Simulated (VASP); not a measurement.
Energy against volume of LiF (rock salt). These are PBE0 hybrid, VASP's PBE PAW potentials (set 64) (plane waves; VASP 6.6.1) values and carry that method's errors. Numerical set-up: 520 eV cut-off, 8×8×8 Γ-centred mesh, Gaussian smearing of 0.050 eV, potentials Li_sv F.

| V (Å³/atom) | E (eV/atom) |
|---|---|
| 7.837 | -5.95347 |
| 8.087 | -5.95527 |
| 8.338 | -5.95347 |
| 8.588 | -5.94861 |

Fit these four points and predict the energy of the run at 7.587 Å³/atom.

A cubic in V^(−2/3), the third-order Birch-Murnaghan form, passes through the four points with V0 = 8.08 Å³/atom and B0 = 74 GPa, and gives -5.9475 eV/atom there. The run gave -5.9474 eV/atom, +0.0 meV/atom from the fit; all five points give B0 = 75 GPa.

The compound is LiF in the rock salt structure. It was relaxed first. The cell's shape comes from a PBE relaxation.
